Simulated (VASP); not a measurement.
Energy against volume of W (bcc). All values below come from r2SCAN+rVV10, VASP's PBE PAW potentials (set 64) (plane waves; VASP). Settings: 520 eV cut-off, 16×16×16 Γ-centred mesh, first-order Methfessel-Paxton smearing of 0.10 eV, potentials W_sv.

```csv
V (Å³/atom),E (eV/atom)
15.411,-51.12559
15.888,-51.14079
16.365,-51.12795
16.841,-51.09037
```

Q: Fit these four points and predict the energy of the run at 14.935 Å³/atom.

A: A cubic in V^(−2/3), the third-order Birch-Murnaghan form, passes through the four points with V0 = 15.90 Å³/atom and B0 = 313 GPa, and gives -51.0788 eV/atom there. The run gave -51.0773 eV/atom, +1.5 meV/atom from the fit; all five points give B0 = 316 GPa.

The compound is W in the bcc structure. It was relaxed first.
